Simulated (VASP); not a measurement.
An input for Quantum ESPRESSO's pw.x (written as the equivalent of a VASP run, and not itself run):

```
&CONTROL
  calculation = 'scf'
  pseudo_dir = './pseudo'
  outdir = './out'
  tprnfor = .true.
  tstress = .true.
/
&SYSTEM
  ibrav = 0
  nat = 3
  ntyp = 2
  ecutwfc = 82.3
  occupations = 'smearing'
  smearing = 'gaussian'
  degauss = 0.003675
  input_dft = 'pbe'
/
&ELECTRONS
  conv_thr = 7.3e-08
  electron_maxstep = 100
/
ATOMIC_SPECIES
  Re 186.207 Re.upf
  Te 127.600 Te.upf
CELL_PARAMETERS angstrom
     0.0000000    3.3976420    3.3976420
     3.3976420    0.0000000    3.3976420
     3.3976420    3.3976420    0.0000000
ATOMIC_POSITIONS crystal
  Re   0.0000000  0.0000000  0.0000000
  Te   0.2500000  0.2500000  0.2500000
  Te   0.7500000  0.7500000  0.7500000
K_POINTS automatic
  4 4 4 0 0 0
```

Q: Write the VASP files for the same calculation (PBE).

A: This is not unique; one that fits is 
**INCAR**
```
SYSTEM=ReTe2
PREC=Accurate; ENCUT=400; LREAL=.False.
LASPH=.True.
EDIFF=1E-6; NELM=100; ALGO=Normal
LMAXMIX=6
ISMEAR=0; SIGMA=0.05
GGA=PE
ISIF=2
LWAVE=.False.; LCHARG=.False.
```

**KPOINTS**
```
Automatic mesh
0
G
4 4 4
```

File POSCAR:
```
ReTe2
4.8049910
  0.0000000000   0.7071068395   0.7071068395
  0.7071068395   0.0000000000   0.7071068395
  0.7071068395   0.7071068395   0.0000000000
Re Te
1 2
direct
  0.0000000000   0.0000000000   0.0000000000
  0.2500000000   0.2500000000   0.2500000000
  0.7500000000   0.7500000000   0.7500000000
```

POTCAR, in this order: Re Te (PBE.64 set). Program: vasp_std.

What does not carry over: the potentials are each code's own (VASP's PAW set, PseudoDojo norm-conserving files in pw.x), so ENCUT and ecutwfc are chosen apart and not converted; conv_thr bounds pw.x's estimated SCF error, while EDIFF bounds the energy change between steps.

The structure was generated: ReTe2 was put into the fluorite type (Fm-3m), which need not be its known phase. The cell was not relaxed at this level. The k-mesh is coarse (spacing up to 0.40 per Å, 2π included), so the numbers may not be converged in it.
